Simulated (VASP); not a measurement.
A convergence study with VASP on ZrO2 (fluorite): one setting is varied, all else stays as given below, so the limit is that of these other settings. Each run relaxes cell and ions from the cell shown. The basis is that of the starting cell, so low cut-offs carry a Pulay error.

```
ZrO2
1.0
    0.00000     2.54500     2.54500
    2.54500     0.00000     2.54500
    2.54500     2.54500     0.00000
Zr O
1 2
Direct
  0.00000   0.00000   0.00000
  0.25000   0.25000   0.25000
  0.75000   0.75000   0.75000
```

Computed with PBE GGA, VASP's PBE PAW potentials (set 64) (plane waves; VASP 6.6.1). The tightest run used: 800 eV cut-off, 6×6×6 Γ-centred mesh, Gaussian smearing of 0.050 eV, potentials Zr_sv O.

Gaps are read on the run's mesh, which can miss a band edge.

```json
[
 {"setting": "ENCUT = 250", "relaxed volume (Å³/atom)": "9.170", "E (eV/atom)": "-10.3968", "gap on the mesh (eV)": "3.863", "plane waves": "307"},
 {"setting": "ENCUT = 300", "relaxed volume (Å³/atom)": "9.960", "E (eV/atom)": "-9.7876", "gap on the mesh (eV)": "3.682", "plane waves": "397"},
 {"setting": "ENCUT = 350", "relaxed volume (Å³/atom)": "10.521", "E (eV/atom)": "-9.5682", "gap on the mesh (eV)": "3.471", "plane waves": "531"},
 {"setting": "ENCUT = 400", "relaxed volume (Å³/atom)": "10.911", "E (eV/atom)": "-9.5319", "gap on the mesh (eV)": "3.377", "plane waves": "612"},
 {"setting": "ENCUT = 450", "relaxed volume (Å³/atom)": "11.109", "E (eV/atom)": "-9.5243", "gap on the mesh (eV)": "3.327", "plane waves": "725"}
]
```

Problem. These are the cheaper rows. Estimate the results at ENCUT = 800, and how far the last row shown lies from them.

Solution. 
| quantity | tightest run | last row shown is off by |
|---|---|---|
| relaxed volume (Å³/atom) | 11.172 | -0.064 |
| E (eV/atom) | -9.5277 | 0.0034 |
| gap on the mesh (eV) | 3.311 | 0.016 |

Left out are rungs that failed or repeat a setting and relaxations that didn't move; long series are thinned to 24 rows.

The compound is ZrO2 in the fluorite structure, the high-temperature cubic form, which is unstable at 0 K; the monoclinic form is the stable one.
